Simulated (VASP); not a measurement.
An input for Ansatz (written as the equivalent of a VASP run, and not itself run):

Ansatz 0.2 input:
```yaml
crystal:
  lattice:
    - [0.0000000, 2.2797453, 2.2797453]
    - [2.2797453, 0.0000000, 2.2797453]
    - [2.2797453, 2.2797453, 0.0000000]
  atoms:
    - { symbol: Hf, position: [0.0000000, 0.0000000, 0.0000000] }
    - { symbol: N, position: [0.5000000, 0.5000000, 0.5000000] }
kpoints:
  mp_grid: { grid: [15, 15, 15] }
hamiltonian:
  xc: rpbe
  pseudopotentials: { kind: paw }
scf:
  occupations: { method: tetrahedron }
  max_iter: 100
output: { forces: true, stress: true, eigenvalues: true }
```

Question: Translate this input to VASP (INCAR, KPOINTS, POSCAR, choice of POTCAR).

Answer: One answer among several that fit: 
### INCAR
```
SYSTEM = HfN
PREC = Accurate
ENCUT = 520
EDIFF = 1E-7
NELM = 100
ALGO = Normal
LREAL = .FALSE.
LASPH = .TRUE.
ISMEAR = -5
GGA = RP
LMAXMIX = 6
LWAVE = .FALSE.
LCHARG = .TRUE.
LORBIT = 11
NEDOS = 601
ISIF = 2
```

**KPOINTS**
```
Automatic mesh
0
Gamma
15 15 15
0 0 0
```

**POSCAR**
```
HfN
1
    0.0000000000     2.2797452575     2.2797452575
    2.2797452575     0.0000000000     2.2797452575
    2.2797452575     2.2797452575     0.0000000000
Hf N
1 1
Direct
  0.0000000000   0.0000000000   0.0000000000
  0.5000000000   0.5000000000   0.5000000000
```

POTCAR, in this order: Hf_pv N (PBE.64 set). Program: vasp_std.

The two are equivalent in intent, not identical: each code has its own PAW files, so the cut-off isn't converted (ENCUT is set for VASP's; basis.ecutwfc is left out, and Ansatz then takes the one that its files recommend); Ansatz stops its SCF on the density residual and VASP on the energy change (EDIFF).

The compound is HfN in the rock salt structure. It was relaxed first.
